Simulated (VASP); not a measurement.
```
Te
1.0
    2.23019    -3.86280     0.00000
    2.23019     3.86280     0.00000
    0.00000     0.00000     6.06006
Te
3
Direct
  0.00000   0.27651   0.66667
  0.72349   0.72349   0.00000
  0.27651   0.00000   0.33333
```

The numbers are results of AM05 GGA, VASP's PBE PAW potentials (set 64) (plane waves; VASP), not measurements. Settings: 520 eV cut-off, 6×6×4 Γ-centred mesh, Gaussian smearing of 0.050 eV, potentials Te.

Problem. The ions and cell shape at fixed volume are relaxed. Give the cell that the relaxation ends in.

Solution. 
```
Te
1.0
    2.25845    -3.91175     0.00000
    2.25845     3.91175     0.00000
    0.00000     0.00000     5.90933
Te
3
Direct
  0.00000   0.26620   0.66667
  0.73380   0.73380   0.00000
  0.26620   0.00000   0.33333
```
Space group P3_121 (152), at a tolerance of 0.03 Å.

Problem. How much energy does the relaxation gain?

Solution. The energy (σ→0) changes by -9.3 meV/atom, in 7 ionic steps.

```json
[
 {"step": "1", "E(σ→0) (eV)": "-9.6336", "max force (eV/Å)": "0.236", "pressure (GPa)": "-2.58", "volume (Å³)": "104.41"},
 {"step": "2", "E(σ→0) (eV)": "-9.6465", "max force (eV/Å)": "0.188", "pressure (GPa)": "-2.21", "volume (Å³)": "104.41"},
 {"step": "3", "E(σ→0) (eV)": "-9.6609", "max force (eV/Å)": "0.050", "pressure (GPa)": "-1.26", "volume (Å³)": "104.41"},
 {"step": "4", "E(σ→0) (eV)": "-9.6611", "max force (eV/Å)": "0.028", "pressure (GPa)": "-1.12", "volume (Å³)": "104.41"},
 {"step": "5", "E(σ→0) (eV)": "-9.6611", "max force (eV/Å)": "0.033", "pressure (GPa)": "-1.15", "volume (Å³)": "104.41"},
 {"step": "6", "E(σ→0) (eV)": "-9.6614", "max force (eV/Å)": "0.020", "pressure (GPa)": "-1.12", "volume (Å³)": "104.41"},
 {"step": "7", "E(σ→0) (eV)": "-9.6616", "max force (eV/Å)": "0.001", "pressure (GPa)": "-1.08", "volume (Å³)": "104.41"}
]
```

The compound is Te in the trig structure. This cell is one point of a volume scan, at 1.06 of the reference volume. Symmetry was kept, so distortions that lower it aren't found.
